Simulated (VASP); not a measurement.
**Fitting the PBE energy curve of NaRu**

The structure is cubic, space group Pm-3m (No. 221). Conventional cell: a = 3.303 Å, b = 3.303 Å, c = 3.303 Å, α = 90.00°, β = 90.00°, γ = 90.00°. Na (site symmetry m-3m) has 8 Ru at 2.86 Å as nearest neighbours. Ru (site symmetry m-3m) is surrounded by 8 Na at 2.86 Å.

The cell comes from a database or a generator and needn't be the stable form of this composition.

The cell was scaled at fixed shape and fractions and run with VASP, PBE PAW files Na_pv, Ru_pv, 520 eV; PBE, k mesh 8 × 8 × 8 on the cell of 2 atoms, fermi-dirac occupations of 0.05 eV, no spin polarisation, no spin-orbit coupling. Energies are those that the program minimises, any entropy of the smearing included. For a metal such a mesh isn't converged to the digits shown.

```tsv
V (Å³/atom)	energy over the lowest row (meV/atom)
16.9377	0.22
17.2981	0.00
17.6585	2.68
18.0189	?
18.3792	15.39
18.7396	24.89
19.1000	36.16
```

Problem. Fit the third-order Birch-Murnaghan form, give V0, B0 and B′, and predict the energy left open.

Solution. With y = (V0/V)^(2/3), E = E0 + (9 V0 B0/16) [(y - 1)³ B′ + (y - 1)² (6 - 4y)]. Least squares through the rows shown give V0 = 17.1414 Å³/atom, E0 = -0.28 meV, B0 = 64.24 GPa (1 eV/Å³ = 160.218 GPa) and B′ = 4.77, with a largest miss of 0.01 meV. At V = 18.0189 the form with these constants gives 7.90 meV; the run gave 7.91 meV an atom.
